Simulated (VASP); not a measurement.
# Band-edge properties of SiW (Fm-3m), part 2 of 3

The runs below take SiW at its given cell and follow the band edges through several levels. The cell is generated by rule, not measured, and may not be a known phase.

VASP 6.6.1, plane waves and PAW; the level of theory is named at each step.

Still holding for the runs below: The k-mesh is coarse for a metal.

So far. Step 3 (Bands on a dense mesh): At -29.5 GPa the cell is away from the equilibrium volume of this level: left free, it would shrink.

The structure was built from a prototype and need not be the compound's stable phase.

## 4. Bands with spin-orbit coupling

This step: PBE, spin-orbit coupling; plane waves and PAW (W, Si); invented cell (VASP 6.6.1).

Spin-orbit coupling can split and shift the band edges, more so for heavy elements, so the bands are solved again with spinors.

INCAR reads:

```
SYSTEM = SiW
PREC = Accurate
ENCUT = 400
EDIFF = 1E-06
NELM = 100
ISMEAR = 0
SIGMA = 0.02
LREAL = .FALSE.
ALGO = Normal
GGA = PE
LNONCOLLINEAR = .TRUE.
MAGMOM = 0 0 0 0 0 0
NBANDS = 22
GGA_COMPAT = .FALSE.
LASPH = .TRUE.
LSORBIT = .TRUE.
LMAXMIX = 4
LORBIT = 11
LWAVE = .FALSE.
LCHARG = .FALSE.
KPAR = 4
ISIF = 2
```

POSCAR reads:

```
SiW
1.0
    0.0000000000      2.7600000000      2.7600000000
    2.7600000000      0.0000000000      2.7600000000
    2.7600000000      2.7600000000      0.0000000000
W Si
1 1
Direct
    0.0000000000      0.0000000000      0.0000000000
    0.5000000000      0.5000000000      0.5000000000
```

KPOINTS reads:

```
Automatic mesh
0
Gamma
8 8 8
0 0 0
```

KPOINTS_OPT reads:

```
Line mode
16
Line-mode
Reciprocal
  0.00000000   0.00000000   0.00000000 GAMMA
  0.50000000   0.00000000   0.50000000 X

  0.50000000   0.00000000   0.50000000 X
  0.50000000   0.25000000   0.75000000 W

  0.50000000   0.25000000   0.75000000 W
  0.37500000   0.37500000   0.75000000 K

  0.37500000   0.37500000   0.75000000 K
  0.00000000   0.00000000   0.00000000 GAMMA

  0.00000000   0.00000000   0.00000000 GAMMA
  0.50000000   0.50000000   0.50000000 L

  0.50000000   0.50000000   0.50000000 L
  0.62500000   0.25000000   0.62500000 U

  0.62500000   0.25000000   0.62500000 U
  0.50000000   0.25000000   0.75000000 W

  0.50000000   0.25000000   0.75000000 W
  0.50000000   0.50000000   0.50000000 L

  0.50000000   0.50000000   0.50000000 L
  0.37500000   0.37500000   0.75000000 K

  0.62500000   0.25000000   0.62500000 U
  0.50000000   0.00000000   0.50000000 X
```

PAW data sets: W and Si (PBE family, release 64).

Started as:

```sh
> mpirun -np 4 vasp_ncl
```

Log:

```text
[... set-up lines as in an earlier step ...]
 entering main loop
       N       E                     dE             d eps       ncg     rms          rms(c)
DAV:   1     0.125373926839E+02    0.12537E+02   -0.32518E+03  1308   0.606E+02
DAV:   2    -0.163195852880E+02   -0.28857E+02   -0.26856E+02  1624   0.142E+02
DAV:   3    -0.177741877934E+02   -0.14546E+01   -0.14170E+01  1634   0.266E+01
DAV:   4    -0.177917734053E+02   -0.17586E-01   -0.17567E-01  1586   0.329E+00
DAV:   5    -0.177919988004E+02   -0.22540E-03   -0.22536E-03  1690   0.367E-01    0.129E+01
DAV:   6    -0.162300038776E+02    0.15620E+01   -0.45477E+00  1750   0.133E+01    0.254E+00
DAV:   7    -0.162036241020E+02    0.26380E-01   -0.33929E-01  1468   0.458E+00    0.258E+00
DAV:   8    -0.161884636366E+02    0.15160E-01   -0.32671E-02  1552   0.108E+00    0.907E-01
DAV:   9    -0.161887376000E+02   -0.27396E-03   -0.15732E-03  1610   0.268E-01    0.319E-01
DAV:  10    -0.161885827747E+02    0.15483E-03   -0.61430E-04  1510   0.143E-01    0.178E-01
DAV:  11    -0.161886105302E+02   -0.27755E-04   -0.62689E-05  1546   0.658E-02    0.310E-02
DAV:  12    -0.161886056891E+02    0.48411E-05   -0.33913E-06  1558   0.165E-02    0.456E-03
DAV:  13    -0.161886051092E+02    0.57981E-06   -0.21491E-07   908   0.388E-03
   1 F= -.16188605E+02 E0= -.16187955E+02  d E =-.129955E-02  mag=    -0.0000    -0.0000     0.0000
 Start KPOINTS_OPT (optional k-point list driver)
k-point batch [1-29\160]
       N       E                     dE             ncg
DAV:   1     0.148141349772E+04   -0.46868E+04     1276
DAV:   2     0.663863433453E+03   -0.81755E+03     1642
DAV:   3     0.623219130769E+03   -0.40644E+02     1572
DAV:   4     0.622780655840E+03   -0.43847E+00     1506
DAV:   5     0.622774714218E+03   -0.59416E-02     1552
DAV:   6     0.622774600266E+03   -0.11395E-03     1506
DAV:   7     0.622774597841E+03   -0.24248E-05     1384
DAV:   8     0.622774597740E+03   -0.10097E-06     1132
[...]
k-point batch [146-160\160]
       N       E                     dE             ncg
DAV:   1     0.475320940228E+04   -0.40389E+04      660
DAV:   2     0.436982933393E+04   -0.38338E+03      822
DAV:   3     0.435316012883E+04   -0.16669E+02      828
DAV:   4     0.435301732393E+04   -0.14280E+00      750
DAV:   5     0.435301563375E+04   -0.16902E-02      804
DAV:   6     0.435301560546E+04   -0.28291E-04      744
DAV:   7     0.435301560496E+04   -0.49100E-06      684
```

It took 63 s on 4 MPI ranks of AMD EPYC 7R43, shared host; peak memory 0.93 GiB.

OUTCAR, selected parts (step 4):

```text
The static configuration has the point symmetry O_h .

 Found     29 irreducible k-points:

   k-points           NKPTS =     29   k-points in BZ     NKDIM =     29   number of bands    NBANDS=     22

   NELECT =      10.0000    total number of electrons

 E-fermi :   5.3144

 k-point     1 :       0.0000    0.0000    0.0000
  band No.  band energies     occupation
    ...
      8       4.3053      1.00000
      9       4.5068      1.00000
     10       4.5068      1.00000
     11       4.5068      1.00000
     12       4.5068      1.00000
     13       7.0151      0.00000
     14       7.0151      0.00000
     15       7.3078      0.00000
     16       7.3078      0.00000
     17       7.3078      0.00000
    ...

 k-point     2 :       0.1250    0.0000    0.0000
  band No.  band energies     occupation
    ...
      8       3.9918      1.00000
      9       4.3359      1.00000
     10       4.3359      1.00000
     11       4.4725      1.00000
     12       4.4725      1.00000
     13       6.6140      0.00000
     14       6.6140      0.00000
     15       7.8585      0.00000
     16       7.8585      0.00000
     17       7.9881      0.00000
    ...

  Total       -7.5194424     -7.5194424     -7.5194424      0.0000000      0.0000000     -0.0000000
  in kB     -286.5094656   -286.5094656   -286.5094656      0.0000000      0.0000000     -0.0000000
  external PRESSURE =    -286.5094656 kB  Pullay stress =       0.0000000 kB

 POSITION                                       TOTAL-FORCE (eV/Angst)
 -----------------------------------------------------------------------------------
      0.00000      0.00000      0.00000         0.000000     -0.000000     -0.000000
      2.76000      2.76000      2.76000        -0.000000      0.000000      0.000000
 -----------------------------------------------------------------------------------
    total drift:                               -0.000000      0.000000      0.000000

  FREE ENERGIE OF THE ION-ELECTRON SYSTEM (eV)
  ---------------------------------------------------
  free  energy   TOTEN  =       -16.1886051092 eV

  energy  without entropy=      -16.1873055639  energy(sigma->0) =      -16.18795534

 Spin-Orbit-Coupling matrix elements
 Ion:    1  E_soc:     -0.3821184
 Ion:    2  E_soc:     -0.0013916

 total charge
# of ion       s       p       d       tot
------------------------------------------
    1        0.499   0.335   3.797   4.631
    2        0.753   0.810   0.000   1.562
--------------------------------------------------
tot          1.252   1.145   3.797   6.194

 magnetization (x)
# of ion       s       p       d       tot
------------------------------------------
    1        0.000  -0.000  -0.000  -0.000
    2        0.000   0.000   0.000   0.000
--------------------------------------------------
tot          0.000  -0.000  -0.000  -0.000

 magnetization (y)
# of ion       s       p       d       tot
------------------------------------------
    1        0.000  -0.000  -0.000  -0.000
    2        0.000   0.000   0.000   0.000
--------------------------------------------------
tot          0.000  -0.000  -0.000  -0.000

 magnetization (z)
# of ion       s       p       d       tot
------------------------------------------
    1        0.000   0.000   0.000   0.000
    2        0.000   0.000   0.000   0.000
--------------------------------------------------
tot          0.000   0.000   0.000   0.000

[... 7 parts as in an earlier step ...]

[... 5 further parts left out ...]
```

Numbers from this step:

```yaml
bands: 22
irreducible_k_points: 29
free_energy_toten: -16.19 eV
energy_at_zero_smearing: -16.19 eV
fermi_energy: 5.314 eV
pressure: -28.65 GPa
```

The spin moment in the PAW sphere vanishes on all atoms.

On-site spin-orbit energy by atom:

```
atom  on-site spin-orbit energy (eV)
  W1                          -0.382
 Si2                          -0.001
```

The electronic bands at the labelled points (eV, zero at the Fermi level; # counts the bands kept):

```
          point     #7     #8     #9    #10    #11    #12   #13   #14
              Γ  -1.01  -1.01  -0.81  -0.81  -0.81  -0.81  1.70  1.70
0.53 of the way  -1.28  -1.28  -1.03  -1.03  -0.53  -0.53  1.92  1.92
              X  -0.51  -0.51  -0.26  -0.26  -0.18  -0.18  0.32  0.32
0.53 of the way  -2.43  -2.43   0.01   0.01   0.23   0.23  0.67  0.67
              W  -3.11  -3.11   0.05   0.05   0.58   0.58  0.81  0.81
0.53 of the way  -2.51  -2.51  -0.39  -0.39   0.53   0.53  1.02  1.02
              K  -2.10  -2.10  -0.82  -0.82   0.48   0.48  1.20  1.20
0.47 of the way  -2.48  -2.48  -0.53  -0.53   0.16   0.16  1.24  1.24
              Γ  -1.01  -1.01  -0.81  -0.81  -0.81  -0.81  1.70  1.70
0.53 of the way  -2.19  -2.19  -0.50  -0.50  -0.37  -0.37  0.77  0.77
              L  -2.81  -2.81   0.24   0.24   0.45   0.45  1.01  1.01
0.53 of the way  -2.60  -2.60  -0.01  -0.01   0.35   0.35  0.81  0.81
              U  -2.10  -2.10  -0.82  -0.82   0.48   0.48  1.20  1.20
0.53 of the way  -2.60  -2.60  -0.30  -0.30   0.54   0.54  0.96  0.96
              W  -3.11  -3.11   0.05   0.05   0.58   0.58  0.81  0.81
0.47 of the way  -2.60  -2.60  -0.01  -0.01   0.33   0.33  0.76  0.76
              L  -2.81  -2.81   0.24   0.24   0.45   0.45  1.01  1.01
0.47 of the way  -2.66  -2.66   0.06   0.06   0.36   0.36  0.81  0.81
              K  -2.10  -2.10  -0.82  -0.82   0.48   0.48  1.20  1.20
      jump to U  -2.10  -2.10  -0.82  -0.82   0.48   0.48  1.20  1.20
0.47 of the way  -1.44  -1.44  -0.94  -0.94   0.57   0.57  0.91  0.91
              X  -0.51  -0.51  -0.26  -0.26  -0.18  -0.18  0.32  0.32
```

Of the projections kept (W, Si), the largest for each band there; the rest of the weight can lie on other orbitals:

```
point       #7       #8      #9     #10      #11      #12      #13      #14
    Γ   W 1.00   W 1.00  W 1.00  W 1.00   W 1.00   W 1.00  Si 0.80  Si 0.80
    X  Si 0.62  Si 0.62  W 1.00  W 1.00  Si 0.67  Si 0.67   W 1.00   W 1.00
    W   W 0.73   W 0.73  W 0.98  W 0.98   W 0.94   W 0.94   W 0.87   W 0.87
    K   W 0.78   W 0.78  W 0.93  W 0.93   W 0.99   W 0.99   W 0.94   W 0.94
    Γ   W 1.00   W 1.00  W 1.00  W 1.00   W 1.00   W 1.00  Si 0.80  Si 0.80
    L   W 0.80   W 0.80  W 0.99  W 0.99   W 0.99   W 0.99   W 0.98   W 0.98
```

## 5. Orbitals for bands with HSE06

This step: PBE; plane waves and PAW (W, Si); invented cell (VASP 6.6.1).

The hybrid starts from PBE orbitals, which saves many expensive cycles.

INCAR reads:

```
SYSTEM = SiW
PREC = Accurate
ENCUT = 400
EDIFF = 1E-05
NELM = 100
ISMEAR = 0
SIGMA = 0.02
LREAL = .FALSE.
ALGO = Normal
GGA = PE
NBANDS = 11
LASPH = .TRUE.
LORBIT = 11
LWAVE = .TRUE.
LCHARG = .FALSE.
KPAR = 4
```

POSCAR is that of step 4.

KPOINTS reads:

```
Automatic mesh
0
Gamma
4 4 4
0 0 0
```

Started as:

```sh
> mpirun -np 4 vasp_std
```

Log:

```text
[... set-up lines as in an earlier step ...]
 entering main loop
       N       E                     dE             d eps       ncg     rms          rms(c)
DAV:   1     0.839931183017E+01    0.83993E+01   -0.36322E+03   184   0.594E+02
DAV:   2    -0.167107985627E+02   -0.25110E+02   -0.23832E+02   238   0.126E+02
DAV:   3    -0.176858703449E+02   -0.97507E+00   -0.96108E+00   214   0.216E+01
DAV:   4    -0.176951808027E+02   -0.93105E-02   -0.92954E-02   228   0.233E+00
DAV:   5    -0.176952569895E+02   -0.76187E-04   -0.76175E-04   225   0.161E-01    0.128E+01
DAV:   6    -0.160843212301E+02    0.16109E+01   -0.83611E+00   208   0.132E+01    0.253E+00
DAV:   7    -0.160776892115E+02    0.66320E-02   -0.59124E-01   197   0.393E+00    0.257E+00
DAV:   8    -0.160581148963E+02    0.19574E-01   -0.18863E-01   213   0.242E+00    0.916E-01
DAV:   9    -0.160538284057E+02    0.42865E-02   -0.13266E-01   224   0.141E+00    0.315E-01
DAV:  10    -0.160523215808E+02    0.15068E-02   -0.25676E-03   199   0.314E-01    0.231E-01
DAV:  11    -0.160510494510E+02    0.12721E-02   -0.71644E-03   233   0.408E-01    0.544E-02
DAV:  12    -0.160510957341E+02   -0.46283E-04   -0.45767E-04   212   0.141E-01    0.425E-02
DAV:  13    -0.160510821733E+02    0.13561E-04   -0.11477E-05   124   0.221E-02    0.293E-02
DAV:  14    -0.160510673596E+02    0.14814E-04   -0.23608E-05   155   0.233E-02    0.119E-02
DAV:  15    -0.160510625049E+02    0.48547E-05   -0.20263E-05   116   0.209E-02
   1 F= -.16051063E+02 E0= -.16050098E+02  d E =-.192835E-02
 writing wavefunctions
```

Elapsed: 4 s, on 4 MPI ranks; peak memory 0.47 GiB; 13 s of CPU time.

Parts of OUTCAR (step 5):

```text
   k-points           NKPTS =      8   k-points in BZ     NKDIM =      8   number of bands    NBANDS=     11

   NELECT =      10.0000    total number of electrons

 E-fermi :   5.0802

 k-point     1 :       0.0000    0.0000    0.0000
  band No.  band energies     occupation
    ...
      2       4.0279      2.00000
      3       4.0279      2.00000
      4       4.0279      2.00000
      5       4.2965      2.00000
      6       4.2965      2.00000
      7       7.2632      0.00000
      8       7.2632      0.00000
      9       7.2632      0.00000
     10      11.2151      0.00000
     11      14.0151      0.00000

  Total       -7.8457285     -7.8457285     -7.8457285     -0.0000000      0.0000000      0.0000000
  in kB     -298.9417807   -298.9417807   -298.9417807     -0.0000000      0.0000000      0.0000000
  external PRESSURE =    -298.9417807 kB  Pullay stress =       0.0000000 kB

 POSITION                                       TOTAL-FORCE (eV/Angst)
 -----------------------------------------------------------------------------------
      0.00000      0.00000      0.00000        -0.000000     -0.000000      0.000000
      2.76000      2.76000      2.76000         0.000000      0.000000     -0.000000
 -----------------------------------------------------------------------------------
    total drift:                                0.000000      0.000000      0.000000

  FREE ENERGIE OF THE ION-ELECTRON SYSTEM (eV)
  ---------------------------------------------------
  free  energy   TOTEN  =       -16.0510625049 eV

  energy  without entropy=      -16.0491341511  energy(sigma->0) =      -16.05009833

[... 6 parts as in an earlier step ...]

[... 10 further parts left out ...]
```

This step gave:

```
SCF cycles              : 15
bands                   : 11
irreducible k-points    : 8
free energy (TOTEN)     : -16.05 eV
energy at zero smearing : -16.05 eV
Fermi energy            : 5.080 eV
pressure                : -29.89 GPa
```

The run ends at a pressure of -29.89 GPa.

[end of part 2 of 3]

[Lines on the potential files, build, host, timing and source positions are cut from VASP's logs without a mark.]

[Logs are printed without paths, hosts, clocks, repeated set-up lines and the standing remarks that a program may print on its own settings, such as how far it seeks lower states.]

[Hosts, paths, dates, database ids (printed as entryN), source tags and the programs' standing remarks are cut or masked in the printed files.]

[In band tables of VASP the shares of atoms and orbitals are scaled to a sum of 1 inside the atoms' spheres.]

[Gaps and slopes under strain along one axis are those of the sampled path and mesh points; where strain splits equal valleys, another of them can be the edge.]
